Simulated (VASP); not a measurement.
Given:

```yaml
crystal:
  lattice:
    - [2.10445, -3.64501, 0.00000]
    - [2.10445, 3.64501, 0.00000]
    - [0.00000, 0.00000, 6.83056]
  atoms:
    - { symbol: Cd, position: [0.66667, 0.33333, 0.49995] }
    - { symbol: Cd, position: [0.33333, 0.66667, 0.99995] }
    - { symbol: S, position: [0.66667, 0.33333, 0.87705] }
    - { symbol: S, position: [0.33333, 0.66667, 0.37705] }
```

Level of theory: TPSS meta-GGA, VASP's PBE PAW potentials (set 64) (plane waves; VASP 6.6.1). Settings: 520 eV cut-off, 7×7×4 Γ-centred mesh, tetrahedra with Blöchl corrections, potentials Cd S.

Question: Predict the energy per atom (σ→0), band gap (over mesh and band path) with the smallest direct gap where there is one.

Answer: 
The band gap (over mesh and band path) comes out as 1.31 eV and the smallest direct gap (over mesh and band path) comes out as 1.31 eV. The energy per atom (σ→0) comes out as -9.760 eV/atom.

Only differences to runs with the same potentials and settings are physical.

The compound is CdS in the wurtzite structure. It was relaxed first, which changed the volume by +5 %.
